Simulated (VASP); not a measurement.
Method: r2SCAN meta-GGA, VASP's PBE PAW potentials (set 64) (plane waves; VASP 6.6.1).

The input files of a VASP run:

**INCAR**
```
# general
SYSTEM   =  Ni3Fe
PREC     =  Accurate
ENCUT    =  480
LREAL    =  .FALSE.   # projection in real space or not
LASPH    =  .TRUE.

# electronic loop
EDIFF    =  1E-7   # SCF stop (eV)
NELM     =  100   # most electronic steps
ALGO     =  Normal   # blocked Davidson
LMAXMIX  =  4   # l cut-off of mixed one-centre charges
LMIXTAU  =  .TRUE.

# smearing
ISMEAR   =  1
SIGMA    =  0.1

# functional
METAGGA  =  R2SCAN

# spin
ISPIN    =  2
MAGMOM   =  3.2 3*0.7

# ions
ISIF     =  2   # forces and stress, cell fixed

# output
LWAVE    =  .FALSE.
LCHARG   =  .FALSE.
LORBIT   =  10
```

File POSCAR:
```
Ni3Fe
1
    3.5100710905     0.0000000000    -0.0351007109
    0.0000000000     3.5100710905     0.0000000000
   -0.0351007109     0.0000000000     3.5100710905
Fe Ni
1 3
Direct
  0.0000000000   0.0000000000   0.0000000000
  0.0000000000   0.5000000000   0.5000000000
  0.5000000000   0.0000000000   0.5000000000
  0.5000000000   0.5000000000   0.0000000000
```

### KPOINTS
```
Automatic
0
G
8 8 8
0 0 0
```

POTCAR, in this order: Fe Ni (PBE.64 set). Program: vasp_std.

What VASP printed:

File OSZICAR:
```
       N       E                     dE             d eps       ncg     rms          rms(c)
DAV:   1     0.214451942558E+03    0.21445E+03   -0.17019E+04 11352   0.201E+03
DAV:   2    -0.448164235332E+02   -0.25927E+03   -0.24909E+03 10938   0.364E+02
DAV:   3    -0.593511839689E+02   -0.14535E+02   -0.13832E+02 11230   0.120E+02
DAV:   4    -0.595428760544E+02   -0.19169E+00   -0.19071E+00 11674   0.144E+01
DAV:   5    -0.595492088947E+02   -0.63328E-02   -0.63322E-02 15604   0.207E+00    0.224E+01
DAV:   6    -0.533781907001E+02    0.61710E+01   -0.54142E+01 11676   0.132E+02    0.317E+01
DAV:   7    -0.540378952876E+02   -0.65970E+00   -0.24381E+01 12678   0.126E+02    0.250E+01
DAV:   8    -0.503896489470E+02    0.36482E+01   -0.12158E+01 13470   0.608E+01    0.638E+00
DAV:   9    -0.507001181545E+02   -0.31047E+00   -0.10673E+00 12260   0.129E+01    0.331E+00
DAV:  10    -0.506919448360E+02    0.81733E-02   -0.16007E-01 14606   0.884E+00    0.190E+00
DAV:  11    -0.506868045246E+02    0.51403E-02   -0.68853E-02 13204   0.515E+00    0.130E+00
DAV:  12    -0.506874916044E+02   -0.68708E-03   -0.23116E-02 12924   0.417E+00    0.968E-01
DAV:  13    -0.506879653330E+02   -0.47373E-03   -0.62602E-03 12810   0.201E+00    0.334E-01
DAV:  14    -0.506884465020E+02   -0.48117E-03   -0.17704E-03 13492   0.563E-01    0.121E-01
DAV:  15    -0.506884295265E+02    0.16975E-04   -0.49041E-04 13520   0.514E-01    0.123E-01
DAV:  16    -0.506884065802E+02    0.22946E-04   -0.90675E-05 12698   0.225E-01    0.521E-02
DAV:  17    -0.506884105056E+02   -0.39254E-05   -0.30728E-05 17568   0.120E-01    0.149E-02
DAV:  18    -0.506884120282E+02   -0.15226E-05   -0.57801E-06 14392   0.474E-02    0.710E-03
DAV:  19    -0.506884131495E+02   -0.11213E-05   -0.47472E-07 11384   0.866E-03    0.327E-03
DAV:  20    -0.506884133072E+02   -0.15767E-06   -0.70171E-08  6072   0.364E-03    0.152E-03
DAV:  21    -0.506884136403E+02   -0.33312E-06   -0.30777E-08  5800   0.344E-03    0.301E-04
DAV:  22    -0.506884136370E+02    0.33401E-08   -0.16274E-08  5736   0.166E-03
   1 F= -.50688414E+02 E0= -.50688193E+02  d E =-.662260E-03  mag=     5.2360
```

File OUTCAR:
```
------------------------ aborting loop because EDIFF is reached ----------------------------------------
  FORCE on cell =-STRESS in cart. coord.  units (eV):
  Direction    XX          YY          ZZ          XY          YZ          ZX
  --------------------------------------------------------------------------------------
  Total        0.2027203      0.1628104      0.2027203      0.0000000      0.0000000      0.8112644
  in kB        7.5110981      6.0323776      7.5110981      0.0000000      0.0000000     30.0585958
  external PRESSURE =       7.0181913 kB  Pullay stress =       0.0000000 kB
  volume of cell :       43.24
      direct lattice vectors                 reciprocal lattice vectors
     3.510071090  0.000000000 -0.035100711     0.284923007  0.000000000  0.002849230
     0.000000000  3.510071090  0.000000000     0.000000000  0.284894515  0.000000000
    -0.035100711  0.000000000  3.510071090     0.002849230  0.000000000  0.284923007
 POSITION                                       TOTAL-FORCE (eV/Angst)
 -----------------------------------------------------------------------------------
      0.00000      0.00000      0.00000        -0.000000      0.000000      0.000000
     -0.01755      1.75504      1.75504        -0.000000      0.000000      0.000000
      1.73749      0.00000      1.73749         0.000000      0.000000      0.000000
      1.75504      1.75504     -0.01755        -0.000000      0.000000      0.000000
 -----------------------------------------------------------------------------------
    total drift:                                0.000000      0.000000      0.000000
  FREE ENERGIE OF THE ION-ELECTRON SYSTEM (eV)
  ---------------------------------------------------
  free  energy   TOTEN  =       -50.6884136370 eV

  energy  without entropy=      -50.6877513765  energy(sigma->0) =      -50.68819288

 total charge

# of ion       s       p       d       tot
------------------------------------------
    1        0.495   0.562   6.055   7.112
    2        0.535   0.568   8.334   9.437
    3        0.535   0.568   8.334   9.437
    4        0.535   0.568   8.334   9.437
--------------------------------------------------
tot          2.099   2.266  31.057  35.423

 magnetization (x)

# of ion       s       p       d       tot
------------------------------------------
    1        0.024  -0.009   3.149   3.163
    2       -0.020  -0.069   0.809   0.720
    3       -0.020  -0.069   0.811   0.722
    4       -0.020  -0.069   0.809   0.720
--------------------------------------------------
tot         -0.037  -0.217   5.579   5.325
```
(Selected blocks of OUTCAR.)

The compound is Ni3Fe in the L1_2 structure. This cell was strained or had an atom moved on purpose.
